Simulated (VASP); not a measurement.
Level of theory: PBEsol GGA, VASP's PBE PAW potentials (set 64) (plane waves; VASP 6.6.1).

VASP input:

### INCAR
```
LREAL = .FALSE.
ENCUT = 620   # plane-wave cut-off (eV)
ISMEAR = 0
GGA = PS   # PBEsol
ALGO = Normal
LCHARG = .FALSE.
EDIFFG = -0.02   # ionic stop
IBRION = 2
PREC = Accurate
LWAVE = .FALSE.
PSTRESS = 50   # kbar
NELM = 100
LASPH = .TRUE.   # aspherical one-centre terms
SIGMA = 0.05
NSW = 40
EDIFF = 1E-6
LMAXMIX = 4
SYSTEM = GaN
ISIF = 3   # ions, shape and volume
```

**POSCAR**
```
GaN
1.0
  1.5770501487  -2.7315309460   0.0000000000
  1.5770501487   2.7315309460   0.0000000000
  0.0000000000   0.0000000000   5.1381898083
Ga N
2 2
Cartesian
  1.5770501487  -0.9105121364   2.5698732896
  1.5770501487   0.9105121364   0.0007783854
  1.5770501487  -0.9105121364   4.5054140765
  1.5770501487   0.9105121364   1.9363191723
```

**KPOINTS**
```
K-points
0
gamma
  8 8 5
```

POTCAR, in this order: Ga_d N (PBE.64 set). Program: vasp_std.

Question: What will the output report for the number of irreducible k-points (NKPTS), largest plane-wave count, number of space-group operations, FFT grid (NGX, NGY, NGZ)?

Answer: 
number of irreducible k-points (NKPTS): 30
largest plane-wave count: 1578
number of space-group operations: 12
FFT grid (NGX, NGY, NGZ): 28 × 28 × 42

The compound is GaN in the wurtzite structure. It was relaxed first under an external pressure of 5 GPa.
